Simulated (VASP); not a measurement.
The input files of a VASP run:

POSCAR:
```
Tc
1
    1.3700000000    -2.3729100000     0.0000000000
    1.3700000000     2.3729100000     0.0000000000
    0.0000000000     0.0000000000     4.3900000000
Tc
2
Direct
  0.3333330000   0.6666670000   0.2500000000
  0.6666670000   0.3333330000   0.7500000000
```

### KPOINTS
```
Automatic
0
gamma
14 14 8
```

**INCAR**
```
SYSTEM = Tc
PREC = Accurate; ENCUT = 300; LREAL = .False.
LASPH = .True.
EDIFF = 1E-6; NELM = 100; ALGO = Normal
LMAXMIX = 4
ISMEAR = 0; SIGMA = 0.2
GGA = PE
ISIF = 2
LWAVE = .False.; LCHARG = .False.
```

POTCAR, in this order: Tc_pv (PBE.64 set). Program: vasp_std.

**Question.** Write an equivalent input for Ansatz.

**Answer.** One equivalent input (not run):
Ansatz 0.2 input:
```yaml
crystal:
  lattice:
    - [1.3700000, -2.3729100, 0.0000000]
    - [1.3700000, 2.3729100, 0.0000000]
    - [0.0000000, 0.0000000, 4.3900000]
  atoms:
    - { symbol: Tc, position: [0.3333330, 0.6666670, 0.2500000] }
    - { symbol: Tc, position: [0.6666670, 0.3333330, 0.7500000] }
kpoints:
  mp_grid: { grid: [14, 14, 8] }
hamiltonian:
  xc: pbe
  pseudopotentials: { kind: paw }
scf:
  occupations: { method: gaussian, width: 0.2 }
  max_iter: 100
output: { forces: true, stress: true, eigenvalues: true }
```
The two are equivalent in intent, not identical: each code has its own PAW files, so the cut-off isn't converted (ENCUT is set for VASP's; basis.ecutwfc is left out, and Ansatz then takes the one that its files recommend); Ansatz stops its SCF on the density residual and VASP on the energy change (EDIFF).

The structure is a typed Tc crystal (P6_3/mmc). The cell was not relaxed at this level.
